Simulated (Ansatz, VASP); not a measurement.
# HfTeSe in two plane-wave programs, part 2 of 2

One calculation is typed for both programs; each brings its own data sets. How far apart do they land? The cell is taken from a series of runs on this material, whose earlier steps may have relaxed, scaled, displaced or heated it; both programs get it as it stands.

VASP 6.6.1 and Ansatz 0.2.0.

So far: Starting point; Ansatz: zone-centre phonons, PBEsol.

## Step 3: VASP: zone-centre phonons, PBEsol

Level of this step: PBEsol; plane waves and PAW (Hf_pv, Se, Te) (VASP).

The same cell, functional, mesh and smearing now go to VASP, with its own data sets.

Lines of VASP's logs that name or quote its potential files are left out, and so is its time.

INCAR reads:

```
SYSTEM = HfTeSe
PREC = Accurate
ENCUT = 500
EDIFF = 1E-08
NELM = 120
ISMEAR = 1
SIGMA = 0.2
LREAL = .FALSE.
ALGO = Normal
GGA = PS
NBANDS = 17
LASPH = .TRUE.
LORBIT = 11
LWAVE = .FALSE.
LCHARG = .FALSE.
ISIF = 2
IBRION = 8
GGA_COMPAT = .FALSE.
EFERMI = MIDGAP
NELMDL = -8
KPAR = 2
```

POSCAR reads:

```
HfTeSe
1.0
    3.9444029906      0.0000000000      0.0000000000
   -1.9722014953      3.4159531927      0.0000000000
    0.0000000000      0.0000000000     30.0000000000
Hf Se Te
1 1 1
Direct
    0.0000000000      0.0000000000      0.3365623805
    0.3333333333      0.6666666667      0.3833523907
    0.6666666667      0.3333333333      0.2767518955
```

KPOINTS reads:

```
Automatic mesh
0
Gamma
12 12 1
0 0 0
```

PAW data sets: Hf_pv, Se and Te (PBE family, release 64).

Started as:

```sh
> mpirun -np 2 vasp_std
```

Numbers of over 12 decimals in the logs are rounded to 6 here.

Output:

```text
[banner, memory and clock lines left out]
running    2 mpi-ranks, on    1 nodes
 distrk:  each k-point on    1 cores,    2 groups
 distr:  one band on    1 cores,    1 groups

 POSCAR found type information on POSCAR HfSeTe
 POSCAR found :  3 types and       3 ions
|                                                                             |
|               ----> ADVICE to this user running VASP <----                  |
|                                                                             |
|     You enforced a specific xc type in the INCAR file but a different       |
|     [... a line on the potential file left out ...]
|     I HOPE YOU KNOW WHAT YOU ARE DOING!                                     |
|                                                                             |

 LDA part: xc-table for (Slater+PW92), standard interpolation
 POSCAR, INCAR and KPOINTS ok, starting setup
 FFT: planning ... GRIDC
 FFT: planning ... GRID_SOFT
 FFT: planning ... GRID
 WAVECAR not read
 entering main loop
       N       E                     dE             d eps       ncg     rms          rms(c)
DAV:   1     0.100652225188E+03    0.10065E+03   -0.85916E+03   798   0.867E+02
DAV:   2    -0.100473283214E+02   -0.11070E+03   -0.10846E+03   871   0.151E+02
DAV:   3    -0.220028730321E+02   -0.11956E+02   -0.11917E+02   953   0.497E+01
DAV:   4    -0.222337662274E+02   -0.23089E+00   -0.22991E+00  1001   0.825E+00
DAV:   5    -0.222353954825E+02   -0.16293E-02   -0.23134E-02  1026   0.748E-01
DAV:   6    -0.222354431393E+02   -0.47657E-04   -0.47655E-04  1004   0.852E-02
DAV:   7    -0.222354438214E+02   -0.68212E-06   -0.68220E-06  1035   0.100E-02
DAV:   8    -0.222354438368E+02   -0.15355E-07   -0.15493E-07  1012   0.126E-03    0.426E+01
DAV:   9    -0.210419864211E+02    0.11935E+01   -0.37182E+00   719   0.837E+00    0.311E+01
DAV:  10    -0.209913520812E+02    0.50634E-01   -0.15618E+00   845   0.681E+00    0.910E+00
DAV:  11    -0.209288374856E+02    0.62515E-01   -0.25006E-01   845   0.284E+00    0.150E+00
DAV:  12    -0.209268068987E+02    0.20306E-02   -0.32454E-02   906   0.968E-01    0.212E-01
DAV:  13    -0.209266346133E+02    0.17229E-03   -0.26861E-03   880   0.280E-01    0.203E-01
DAV:  14    -0.209264645527E+02    0.17006E-03   -0.34756E-04   936   0.974E-02    0.164E-01
[...]
DAV:  24    -0.209270244572E+02   -0.64186E-05   -0.14537E-07   786   0.925E-04    0.845E-04
DAV:  25    -0.209270268743E+02   -0.24171E-05   -0.27471E-08   766   0.400E-04    0.417E-04
DAV:  26    -0.209270287864E+02   -0.19121E-05   -0.36655E-08   704   0.399E-04    0.273E-04
DAV:  27    -0.209270297022E+02   -0.91578E-06   -0.11257E-08   687   0.257E-04    0.621E-05
DAV:  28    -0.209270299069E+02   -0.20466E-06   -0.83247E-10   752   0.119E-04    0.150E-04
DAV:  29    -0.209270299916E+02   -0.84750E-07    0.56251E-10   672   0.574E-05    0.887E-05
DAV:  30    -0.209270300251E+02   -0.33492E-07    0.74285E-10   655   0.418E-05    0.228E-05
DAV:  31    -0.209270300296E+02   -0.45372E-08    0.94736E-10   598   0.148E-05
   1 F= -.20927030E+02 E0= -.20927464E+02  d E =0.130286E-02
 Linear response reoptimize wavefunctions to high precision
DAV:   1    -0.209270300340E+02   -0.43510E-08    0.95637E-10   618   0.110E-05
DAV:   2    -0.209270300339E+02    0.10277E-09    0.95955E-10   434   0.328E-06
DAV:   3    -0.209270300340E+02   -0.75488E-10    0.95745E-10   400   0.162E-06
 Linear response DOF=           6
 Linear response progress:
  Degree of freedom:   1/  6
       N       E                     dE             d eps       ncg     rms          rms(c)
RMM:   1    -0.218572085119E+00   -0.21857E+00    0.44090E+00  2655   0.131E+01
RMM:   2    -0.225976190292E+00   -0.74041E-02   -0.41028E-02  3830   0.130E+00    0.526E-01
RMM:   3    -0.225589826335E+00    0.38636E-03   -0.22419E-03  5441   0.228E-01    0.176E-01
RMM:   4    -0.225246751202E+00    0.34308E-03   -0.21353E-04  5522   0.733E-02    0.135E-01
RMM:   5    -0.224880780432E+00    0.36597E-03   -0.46962E-05  5269   0.432E-02    0.869E-03
[...]
RMM:   4    -0.268898598365E+00    0.40441E-03   -0.28508E-04  1429   0.836E-02    0.169E-01
RMM:   5    -0.268510481009E+00    0.38812E-03   -0.10538E-04  1363   0.541E-02    0.222E-02
RMM:   6    -0.268474884665E+00    0.35596E-04   -0.18710E-05  1558   0.187E-02    0.970E-03
RMM:   7    -0.268484481223E+00   -0.95966E-05   -0.31006E-07  1382   0.598E-03    0.725E-03
RMM:   8    -0.268497329368E+00   -0.12848E-04   -0.40805E-07  1422   0.355E-03    0.352E-03
RMM:   9    -0.268497132867E+00    0.19650E-06   -0.11670E-06  1344   0.181E-03    0.668E-04
RMM:  10    -0.268496437362E+00    0.69550E-06    0.23410E-06  1487   0.103E-03    0.998E-04
RMM:  11    -0.268496124892E+00    0.31247E-06    0.26655E-06  1442   0.556E-04    0.417E-04
RMM:  12    -0.268495967762E+00    0.15713E-06    0.17878E-06  1333   0.507E-04    0.824E-04
RMM:  13    -0.268496172556E+00   -0.20479E-06    0.12943E-06  1428   0.287E-04    0.123E-04
RMM:  14    -0.268496318201E+00   -0.14564E-06    0.60358E-07  1330   0.270E-04    0.303E-04
RMM:  15    -0.268496243250E+00    0.74950E-07    0.55654E-07  1518   0.115E-04    0.827E-05
RMM:  16    -0.268496206952E+00    0.36298E-07    0.28154E-07  1418   0.876E-05    0.507E-05
[...]
RMM:   1    -0.813057463303E-01   -0.81306E-01    0.94568E-02  6285   0.142E+00
RMM:   2    -0.818709003587E-01   -0.56515E-03   -0.28289E-03  4482   0.250E-01    0.389E-01
RMM:   3    -0.820640835670E-01   -0.19318E-03   -0.42991E-04  4447   0.989E-02    0.249E-01
RMM:   4    -0.825869806659E-01   -0.52290E-03   -0.29602E-04  4323   0.826E-02    0.306E-02
RMM:   5    -0.824227570103E-01    0.16422E-03   -0.25957E-05  4340   0.247E-02    0.186E-02
RMM:   6    -0.824109764938E-01    0.11781E-04   -0.33716E-06  4967   0.834E-03    0.655E-03
RMM:   7    -0.824285601793E-01   -0.17584E-04   -0.74890E-07  4321   0.398E-03    0.242E-03
RMM:   8    -0.824235071671E-01    0.50530E-05   -0.19743E-08  4827   0.124E-03    0.165E-03
RMM:   9    -0.824233580372E-01    0.14913E-06   -0.11893E-08  5015   0.406E-04    0.952E-04
RMM:  10    -0.824218886672E-01    0.14694E-05    0.37018E-09  4226   0.353E-04    0.411E-04
RMM:  11    -0.824215662911E-01    0.32238E-06   -0.18741E-08  4806   0.118E-04    0.924E-05
RMM:  12    -0.824215928663E-01   -0.26575E-07   -0.89070E-09  5373   0.499E-05    0.843E-05
RMM:  13    -0.824216017272E-01   -0.88609E-08    0.75367E-09  4905   0.234E-05    0.100E-05
 first order change of Fermi-energy   0.15218E-03
 force on displaced ion       2 direction 1 :  -4.165   0.001   0.001
 Linear response progress:
  Degree of freedom:   4/  6
       N       E                     dE             d eps       ncg     rms          rms(c)
RMM:   1    -0.113165648937E+00   -0.11317E+00    0.93199E-02  1590   0.136E+00
RMM:   2    -0.113283221017E+00   -0.11757E-03   -0.19958E-03  1140   0.205E-01    0.330E-01
RMM:   3    -0.113170980236E+00    0.11224E-03   -0.43753E-04  1179   0.908E-02    0.211E-01
RMM:   4    -0.113274908741E+00   -0.10393E-03   -0.14763E-04  1157   0.469E-02    0.252E-02
RMM:   5    -0.113238137989E+00    0.36771E-04   -0.10872E-05  1105   0.145E-02    0.129E-02
RMM:   6    -0.113217187667E+00    0.20950E-04   -0.11979E-06  1188   0.473E-03    0.750E-03
RMM:   7    -0.113207135615E+00    0.10052E-04   -0.30510E-07  1199   0.229E-03    0.124E-03
RMM:   8    -0.113210545244E+00   -0.34096E-05   -0.47218E-08  1165   0.806E-04    0.105E-03
RMM:   9    -0.113211017316E+00   -0.47207E-06   -0.32362E-08  1154   0.592E-04    0.196E-04
RMM:  10    -0.113209900257E+00    0.11171E-05   -0.58001E-10  1146   0.233E-04    0.181E-04
RMM:  11    -0.113209129763E+00    0.77049E-06   -0.30533E-08  1213   0.321E-04    0.188E-04
RMM:  12    -0.113209187297E+00   -0.57534E-07   -0.81182E-09  1187   0.852E-05    0.128E-04
RMM:  13    -0.113209229864E+00   -0.42567E-07    0.17970E-08  1259   0.161E-04    0.416E-05
RMM:  14    -0.113209191436E+00    0.38428E-07    0.16931E-08  1254   0.667E-05    0.316E-05
RMM:  15    -0.113209210621E+00   -0.19185E-07    0.16729E-08  1256   0.692E-05    0.164E-05
RMM:  16    -0.113209223747E+00   -0.13126E-07    0.16745E-09  1194   0.398E-05    0.141E-05
RMM:  17    -0.113209258886E+00   -0.35139E-07    0.42379E-08  1218   0.497E-05    0.639E-06
RMM:  18    -0.113209254312E+00    0.45736E-08    0.69179E-08  1050   0.353E-05    0.409E-06
 first order change of Fermi-energy  -0.11169E+01
 force on displaced ion       2 direction 3 :  -0.000   0.000  -7.080
 Linear response progress:
  Degree of freedom:   5/  6
       N       E                     dE             d eps       ncg     rms          rms(c)
RMM:   1    -0.429389180911E-01   -0.42939E-01    0.40550E-02  6208   0.917E-01
RMM:   2    -0.440472756868E-01   -0.11084E-02   -0.19351E-03  4728   0.207E-01    0.259E-01
RMM:   3    -0.441501476894E-01   -0.10287E-03   -0.20836E-04  4414   0.747E-02    0.162E-01
RMM:   4    -0.443791399002E-01   -0.22899E-03   -0.87796E-05  4373   0.501E-02    0.112E-02
RMM:   5    -0.443500197094E-01    0.29120E-04   -0.61568E-06  4615   0.125E-02    0.656E-03
RMM:   6    -0.443368074380E-01    0.13212E-04   -0.10354E-06  4547   0.502E-03    0.236E-03
RMM:   7    -0.443374615518E-01   -0.65411E-06    0.18566E-08  4921   0.146E-03    0.169E-03
RMM:   8    -0.443356072483E-01    0.18543E-05    0.46718E-08  4556   0.591E-04    0.536E-04
RMM:   9    -0.443358433151E-01   -0.23607E-06   -0.88514E-08  4964   0.207E-04    0.243E-04
RMM:  10    -0.443359269390E-01   -0.83624E-07    0.80746E-09  4861   0.923E-05    0.634E-05
RMM:  11    -0.443358714050E-01    0.55534E-07    0.14220E-08  4977   0.374E-05    0.183E-05
RMM:  12    -0.443358561357E-01    0.15269E-07    0.86079E-09  4761   0.245E-05    0.354E-06
RMM:  13    -0.443358500148E-01    0.61209E-08    0.82849E-09  4969   0.187E-05    0.788E-07
 first order change of Fermi-energy   0.19522E-03
 force on displaced ion       3 direction 1 :  -2.809  -0.000  -0.001
 Linear response progress:
  Degree of freedom:   6/  6
       N       E                     dE             d eps       ncg     rms          rms(c)
RMM:   1    -0.767866496286E-01   -0.76787E-01    0.56639E-02  1565   0.942E-01
RMM:   2    -0.771992212474E-01   -0.41257E-03   -0.23124E-03  1225   0.231E-01    0.435E-01
RMM:   3    -0.771079125700E-01    0.91309E-04   -0.27917E-04  1113   0.829E-02    0.267E-01
RMM:   4    -0.771513622675E-01   -0.43450E-04   -0.77661E-05  1114   0.413E-02    0.452E-02
RMM:   5    -0.771436113769E-01    0.77509E-05   -0.11325E-05  1129   0.171E-02    0.128E-02
RMM:   6    -0.771296103662E-01    0.14001E-04   -0.13762E-06  1121   0.561E-03    0.642E-03
RMM:   7    -0.771247471868E-01    0.48632E-05   -0.38207E-07  1222   0.252E-03    0.273E-03
RMM:   8    -0.771299519391E-01   -0.52048E-05   -0.36298E-08  1117   0.124E-03    0.195E-03
RMM:   9    -0.771308978717E-01   -0.94593E-06   -0.53969E-11  1223   0.458E-04    0.115E-03
RMM:  10    -0.771307834834E-01    0.11439E-06   -0.10858E-08  1135   0.364E-04    0.449E-04
RMM:  11    -0.771320324716E-01   -0.12490E-05   -0.58371E-09  1210   0.277E-04    0.249E-04
RMM:  12    -0.771321892695E-01   -0.15680E-06    0.50270E-09  1219   0.831E-05    0.151E-04
RMM:  13    -0.771333385808E-01   -0.11493E-05   -0.44159E-08  1277   0.324E-04    0.158E-04
RMM:  14    -0.771333242721E-01    0.14309E-07   -0.32683E-08  1256   0.758E-05    0.528E-05
RMM:  15    -0.771333397422E-01   -0.15470E-07   -0.23822E-08  1296   0.815E-05    0.391E-05
RMM:  16    -0.771333641085E-01   -0.24366E-07   -0.16936E-08  1215   0.319E-05    0.392E-05
RMM:  17    -0.771333642526E-01   -0.14401E-09   -0.46451E-08  1308   0.430E-05    0.487E-06
 first order change of Fermi-energy  -0.48113E+00
 force on displaced ion       3 direction 3 :  -0.000  -0.000  -8.139
 Linear response finished
```

OUTCAR, selected parts (step 3):

```text
ion  position               nearest neighbor table
   1  0.000  0.000  0.337-   2 2.68   2 2.68   2 2.68   3 2.90   3 2.90   3 2.90
   2  0.333  0.667  0.383-   1 2.68   1 2.68   1 2.68
   3  0.667  0.333  0.277-   1 2.90   1 2.90   1 2.90

  LATTYP: Found a hexagonal cell.
 ALAT       =     3.9444029906
 C/A-ratio  =     7.6057137345

 Subroutine GETGRP returns: Found  6 space group operations
 (whereof  6 operations were pure point group operations)

The static configuration has the point symmetry C_3v.

 Found     19 irreducible k-points:

   k-points           NKPTS =     19   k-points in BZ     NKDIM =     19   number of bands    NBANDS=     17

   dimension x,y,z NGX =    30 NGY =   30 NGZ =  224
   dimension x,y,z NGXF=    60 NGYF=   60 NGZF=  448

   ENCUT  =  500.0 eV  36.75 Ry    6.06 a.u.   7.19  7.19 54.70*2*pi/ulx,y,z

   NELECT =      22.0000    total number of electrons

 k-points in reciprocal lattice and weights: Automatic mesh
   0.00000000  0.00000000  0.00000000       0.007
   0.08333333 -0.00000000  0.00000000       0.042
   0.16666667  0.00000000  0.00000000       0.042
   0.25000000 -0.00000000  0.00000000       0.042
   0.33333333 -0.00000000  0.00000000       0.042
   0.41666667 -0.00000000  0.00000000       0.042
   0.50000000 -0.00000000  0.00000000       0.021
   0.08333333  0.08333333  0.00000000       0.042
   0.16666667  0.08333333  0.00000000       0.083
[...]
0.33333333  0.25000000  0.00000000       0.083
   0.33333333  0.33333333  0.00000000       0.014

 average (electrostatic) potential at core
       1 -46.2816       2 -61.0756       3 -96.5880

  Total       -1.9901146     -1.9901146     -0.0803295     -0.0000000      0.0000000      0.0000000
  in kB       -7.8881331     -7.8881331     -0.3183986     -0.0000000      0.0000000      0.0000000
  external PRESSURE =      -5.3648883 kB  Pullay stress =       0.0000000 kB

  energy-cutoff  :      500.00
  volume of cell :      404.22
      direct lattice vectors                 reciprocal lattice vectors
     3.944402991  0.000000000  0.000000000     0.253523791  0.146372029  0.000000000
    -1.972201495  3.415953193  0.000000000     0.000000000  0.292744058  0.000000000
     0.000000000  0.000000000 30.000000000     0.000000000  0.000000000  0.033333333

 POSITION                                       TOTAL-FORCE (eV/Angst)
 -----------------------------------------------------------------------------------
      0.00000      0.00000     10.09687         0.000000      0.000000      0.015159
     -0.00000      2.27730     11.50057        -0.000000     -0.000000     -0.031363
      1.97220      1.13865      8.30256         0.000000     -0.000000      0.016204
 -----------------------------------------------------------------------------------
    total drift:                                0.000000      0.000000     -0.000302

 Eigenvectors and eigenvalues of the dynamical matrix
 ----------------------------------------------------

   1 f  =    5.767262 THz    36.236776 2PiTHz  192.375153 cm-1    23.851468 meV
             X         Y         Z           dx          dy          dz
      0.000000  0.000000 10.096871    -0.000000    0.000000   -0.697631
     -0.000000  2.277302 11.500572    -0.000000    0.000000    0.640321
      1.972201  1.138651  8.302557     0.000000   -0.000000    0.321403

   2 f  =    4.636801 THz    29.133881 2PiTHz  154.667037 cm-1    19.176260 meV
             X         Y         Z           dx          dy          dz
      0.000000  0.000000 10.096871    -0.000000    0.000000    0.223082
     -0.000000  2.277302 11.500572    -0.000000    0.000000    0.620436
      1.972201  1.138651  8.302557     0.000000   -0.000000   -0.751860

   3 f  =    4.035007 THz    25.352698 2PiTHz  134.593355 cm-1    16.687442 meV
             X         Y         Z           dx          dy          dz
      0.000000  0.000000 10.096871     0.000002   -0.293506   -0.000000
     -0.000000  2.277302 11.500572    -0.000007    0.888717   -0.000000
      1.972201  1.138651  8.302557     0.000003   -0.352189    0.000000

   4 f  =    4.035007 THz    25.352698 2PiTHz  134.593355 cm-1    16.687442 meV
             X         Y         Z           dx          dy          dz
      0.000000  0.000000 10.096871    -0.293506   -0.000002    0.000000
     -0.000000  2.277302 11.500572     0.888717    0.000007   -0.000000
      1.972201  1.138651  8.302557    -0.352189   -0.000003   -0.000000

   5 f  =    2.483297 THz    15.603013 2PiTHz   82.833860 cm-1    10.270085 meV
             X         Y         Z           dx          dy          dz
      0.000000  0.000000 10.096871    -0.000000    0.670891   -0.000000
     -0.000000  2.277302 11.500572     0.000000   -0.070955   -0.000000
      1.972201  1.138651  8.302557     0.000000   -0.738153   -0.000000

   6 f  =    2.483297 THz    15.603013 2PiTHz   82.833860 cm-1    10.270085 meV
             X         Y         Z           dx          dy          dz
      0.000000  0.000000 10.096871    -0.670891   -0.000000    0.000000
     -0.000000  2.277302 11.500572     0.070955    0.000000    0.000000
      1.972201  1.138651  8.302557     0.738153    0.000000    0.000000

   7 f/i=    0.000123 THz     0.000773 2PiTHz    0.004104 cm-1     0.000509 meV
             X         Y         Z           dx          dy          dz
      0.000000  0.000000 10.096871    -0.000000   -0.000000   -0.680842
     -0.000000  2.277302 11.500572    -0.000000   -0.000000   -0.452822
      1.972201  1.138651  8.302557    -0.000000   -0.000000   -0.575680

   8 f/i=    0.000871 THz     0.005471 2PiTHz    0.029045 cm-1     0.003601 meV
             X         Y         Z           dx          dy          dz
      0.000000  0.000000 10.096871     0.680710   -0.019815   -0.000000
     -0.000000  2.277302 11.500572     0.452741   -0.013179   -0.000000
      1.972201  1.138651  8.302557     0.575163   -0.016742   -0.000000

   9 f/i=    0.000871 THz     0.005471 2PiTHz    0.029045 cm-1     0.003601 meV
             X         Y         Z           dx          dy          dz
      0.000000  0.000000 10.096871    -0.019815   -0.680710    0.000000
     -0.000000  2.277302 11.500572    -0.013179   -0.452741    0.000000
      1.972201  1.138651  8.302557    -0.016742   -0.575163    0.000000

 ELASTIC MODULI CONTR FROM IONIC RELAXATION (kBar)
 Direction    XX          YY          ZZ          XY          YZ          ZX
 --------------------------------------------------------------------------------
 XX         -78.9287    -52.8568   -108.8259      0.0000     37.8173     -0.0000
 YY         -52.8568    -78.9287   -108.8259      0.0000    -37.8173     -0.0000
 ZZ        -108.8259   -108.8259   -185.3721      0.0000      0.0000     -0.0000
 XY           0.0000      0.0000      0.0000    -13.0360      0.0000     34.4880
 YZ          37.8173    -37.8173      0.0000      0.0000   -113.0881     -0.0000
 ZX          -0.0000     -0.0000     -0.0000     34.4880     -0.0000    -91.9553
 --------------------------------------------------------------------------------
```

Energies printed during the response cycles are not total energies of the cell. The gap is under twice the smearing width, so the edge states are partly filled and the run can't tell a small gap from a semimetal. Harder data sets than Hf_pv exist (the GW ones), and pressures, volumes and forces can shift noticeably with them. Methfessel-Paxton smearing is not meant for a cell with a gap.

## Step 4: Comparison

Known differences besides the potentials themselves: Ansatz cuts the interaction across the vacuum, VASP repeats the sheet without a dipole correction; the data sets hold 58 valence electrons in Ansatz (on its PAW soft_1 files) and 22 in VASP; the cutoff is 420 eV in Ansatz and 500 eV in VASP; Ansatz makes its cores anew for this functional, VASP keeps those of its PBE data sets. Total energies have different zeros and are not compared.

Compared:

| quantity | Ansatz | VASP | difference |
| --- | --- | --- | --- |
| optical mode 1 to 2 (cm⁻¹) | 83.6 | 82.8 | +0.88 % |
| optical mode 3 to 4 (cm⁻¹) | 135.0 | 134.6 | +0.27 % |
| optical mode 5 (cm⁻¹) | 154.6 | 154.7 | -0.08 % |
| optical mode 6 (cm⁻¹) | 192.6 | 192.4 | +0.11 % |

Modes are paired by rising frequency, not by their patterns, so a pair may set unlike modes beside each other; they are those without the splitting of longitudinal modes. Where the cell holds vacuum, a pressure given here is an average over it and none of the material.

## Step 5: Results

```json
{
  "r.m.s. difference of the optical zone-centre modes, each program's sorted by frequency (zone-centre phonons, PBEsol)": "0.48 cm⁻¹",
  "difference in optical mode 1 to 2 (zone-centre phonons, PBEsol)": "+0.9 %"
}
```

The r.m.s. difference of the optical zone-centre modes, each program's sorted by frequency is 0.48 cm⁻¹ (zone-centre phonons, PBEsol). The data sets hold unlike numbers of valence electrons (58 in Ansatz and 22 in VASP), so part of the differences may come from the potentials. Among the rows given in per cent, the largest difference of the zone-centre phonons, PBEsol pair is in optical mode 1 to 2, +0.9 %. How closely two codes agree says nothing of how well the functional describes the real material.

[Lines on the potential files, build, host, timing and source positions are cut from VASP's logs without a mark.]

[Logs are printed without paths, hosts, clocks, repeated set-up lines and the standing remarks that a program may print on its own settings, such as how far it seeks lower states.]

[Hosts, paths, dates, database ids (printed as entryN), source tags and the programs' standing remarks are cut or masked in the printed files.]
